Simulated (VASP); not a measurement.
Data:

```yaml
crystal:
  lattice:
    - [0.00000, 2.62343, 2.62343]
    - [2.62343, 0.00000, 2.62343]
    - [2.62343, 2.62343, 0.00000]
  atoms:
    - { symbol: Mg, position: [0.00000, 0.00000, 0.00000] }
    - { symbol: S, position: [0.50000, 0.50000, 0.50000] }
```

These are optB86b-vdW, VASP's PBE PAW potentials (set 64) (plane waves; VASP) values and carry that method's errors. Run with 520 eV cut-off, 9×9×9 Γ-centred mesh, Gaussian smearing of 0.050 eV, potentials Mg S.

### Question
The job: MgS (rock salt), 2 atoms, optB86b-vdW, static run, 520 eV, 9×9×9 Γ-centred mesh. Roughly how much core time does it take on a busy server core?

### Answer
About 20 core-seconds (one run on a shared machine, a rough figure). It had 35 irreducible k-points, 8 bands, up to 984 plane waves and 13 electronic steps.

The compound is MgS in the rock salt structure. This cell is one point of a volume scan, at 1.03 of the reference volume.
